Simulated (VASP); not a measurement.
Here is the system:

```xyz
3
Lattice="2.2126 -3.8323 0.0000 2.2126 3.8323 0.0000 0.0000 0.0000 6.0217" Properties=species:S:1:pos:R:3 pbc="T T T"
Te     0.5876     1.0177     4.0145
Te     3.2500     0.0000     0.0000
Te     0.5876    -1.0177     2.0072
```

These are revTPSS meta-GGA, VASP's PBE PAW potentials (set 64) (plane waves; VASP 6.6.1) values and carry that method's errors. Numerical set-up: 520 eV cut-off, 7×7×4 Γ-centred mesh, tetrahedra with Blöchl corrections, potentials Te.

Unless said otherwise, spin-orbit coupling is left out, though it shifts the bands of the heavy elements here.

Q: Give the energies of bands 4 to 12 at the high-symmetry points, in eV from the valence-band maximum.

A: 
```
band      Γ      M      K      A      L      H
----  -----  -----  -----  -----  -----  -----
4     -2.91  -4.89  -4.50  -4.01  -5.69  -5.17
5     -2.64  -4.40  -4.50  -2.51  -3.63  -4.99
6     -2.64  -3.56  -3.10  -2.51  -3.58  -4.99
7     -1.58  -3.48  -3.10  -1.30  -2.38  -1.06
8     -1.58  -1.06  -2.88  -0.96  -2.07   0.00
9     -0.71  -0.80  -2.69  -0.96  -0.29   0.00
10     1.09   0.97   2.96   0.63   0.74   0.13
11     1.09   1.10   2.96   0.75   1.96   1.49
12     1.83   2.98   3.31   0.75   2.66   1.49
```

The gap is direct, 0.13 eV, from the valence maximum at H to the conduction minimum at H.

The compound is Te in the trig structure. It was relaxed first.
